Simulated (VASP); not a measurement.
Set up this calculation in VASP 6.6.1, as the native input.

```yaml
Task: relaxation of cell and atoms
Functional: PBE
Potentials_or_basis: VASP PAW PBE potentials, release 64 (Be, Pt, C)
Cutoff: 600 eV
k_mesh: 10 × 10 × 10
Occupations: gaussian, width 0.1 eV
Spin: no spin polarisation
Dipole_correction: no
Further_INCAR_settings: ALGO = Fast; EDIFF = 1e-06; IBRION = 2; EDIFFG = -0.01; NSW = 100; ISIF = 3
```

The structure of BePtC3 lies in POSCAR:

```
BePtC3
1.0
    3.9852285267      0.0000000000      0.0000000000
    0.0000000000      3.9852285267      0.0000000000
    0.0000000000      0.0000000000      3.9852285267
Be Pt C
1 1 3
Direct
    0.5000000000      0.5000000000      0.5000000000
    0.0000000000      0.0000000000      0.0000000000
    0.5000000000      0.0000000000      0.0000000000
    0.0000000000      0.5000000000      0.0000000000
    0.0000000000      0.0000000000      0.5000000000
```

The cell was built by a generator and needn't be a form met in nature.

The cell isn't the ideal one: random cell by space group and Wyckoff sites (Pm-3m, No. 221).

The input as run:

INCAR

```
SYSTEM = BePtC3
ALGO = Fast
EDIFF = 1E-6
EDIFFG = -0.01
ENCUT = 600
GGA = PE
IBRION = 2
ISIF = 3
ISMEAR = 0
LASPH = .True.
LCHARG = .False.
LREAL = .False.
LWAVE = .False.
NELM = 100
NSW = 100
PREC = Accurate
SIGMA = 0.1
```

KPOINTS

```
k-points
0
Gamma
  10 10 10
  0 0 0
```

Potentials or basis: VASP PAW PBE potentials, release 64 (Be, Pt, C).

Run with:

```sh
$ cat potpaw_PBE.64/Be/POTCAR potpaw_PBE.64/Pt/POTCAR potpaw_PBE.64/C/POTCAR > POTCAR
$ mpirun -np 1 vasp_std > vasp.out
```

Results of the run:

```json
{
  "Relaxed volume": "12.72 Å³/atom",
  "Relaxed cell": "a = 3.992 Å, b = 3.992 Å, c = 3.992 Å, α = 90.00°, β = 90.00°, γ = 90.00°",
  "Space group after relaxing (to 0.05 Å)": "Pm-3m (No. 221)",
  "Energy gained by relaxing": "0.2 meV/atom",
  "Ionic steps": "3",
  "Pressure after relaxing": "0.0 GPa",
  "Band gap on the k mesh": "none (metal or under the smearing width)"
}
```

It took 3.1 min on 1 thread of Intel(R) Xeon(R) Platinum 8488C (Sapphire Rapids) (shared host), peak memory 0.23 GiB.
